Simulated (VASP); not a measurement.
ZrCdF4: single point with PBE

ZrCdF4:

```
CELL_PARAMETERS angstrom
4.15800 0.00000 0.00000
0.00000 4.15800 0.00000
0.00000 0.00000 6.64949
ATOMIC_POSITIONS crystal
Zr 0.50000 0.50000 0.50000
Cd 0.00000 0.00000 0.00000
F 0.00000 0.00000 0.68419
F 0.50000 0.00000 0.00000
F 0.00000 0.50000 0.00000
F 0.00000 0.00000 0.31581
```

The cell was built by a generator and needn't be a form met in nature.

```json
{
  "Program": "VASP 6.6.1",
  "Task": "single point",
  "Functional": "PBE",
  "Potentials or basis": "VASP PAW PBE potentials, release 64 (Zr_sv, Cd, F)",
  "Cutoff": "520 eV",
  "k mesh": "4 × 4 × 4",
  "Occupations": "gaussian, width 0.1 eV",
  "Spin": "no spin polarisation"
}
```

```
Pressure               : 1.5 GPa
Largest force          : 1.988 eV/Å
Band gap on the k mesh : none (metal or under the smearing width)
```

Forces in eV/Å, atoms in the order of the input:
```
Zr   0.000  0.000  0.000
Cd   0.000  0.000  0.000
F    0.000  0.000 -1.988
F    0.000  0.000  0.000
F    0.000  0.000  0.000
F    0.000  0.000  1.988
```

Stress tensor (GPa, compression positive):
```
-1.72  0.00  0.00
 0.00 -1.72  0.00
 0.00  0.00  8.02
```

Levels at points of the mesh, in eV from the Fermi level:
```csv
k point,band 22,band 23,band 24,band 25,band 26,band 27,band 28,band 29,band 30,band 31
"(0.00, 0.00, 0.00)",-2.93,-2.86,-2.72,-2.72,-0.85,-0.66,-0.05,0.60,0.60,0.81
"(0.50, 0.00, 0.00)",-2.90,-2.51,-2.35,-1.23,-0.32,0.05,0.25,0.44,0.89,2.46
"(0.50, 0.50, 0.00)",-2.50,-2.22,-1.80,-0.03,0.23,0.43,0.43,0.51,0.97,3.13
"(0.00, 0.00, 0.50)",-2.95,-2.72,-2.72,-2.23,-0.80,-0.41,0.37,0.61,0.61,0.81
"(0.50, 0.00, 0.50)",-3.09,-2.54,-2.35,-0.71,-0.31,-0.03,0.31,0.46,0.90,2.51
"(0.50, 0.50, 0.50)",-2.50,-2.22,-0.86,-0.03,0.13,0.37,0.38,0.38,0.97,3.03
```

Wall time 31 s on 1 thread of Intel(R) Xeon(R) 6975P-C (Granite Rapids), with other jobs on the host, peak memory 0.24 GiB.

Caveat: the k mesh is coarse (spacing up to 0.38 Å⁻¹), so the values aren't converged; forces of over 1 eV/Å show positions far from the minimum, so gaps and moduli don't describe the material at rest.
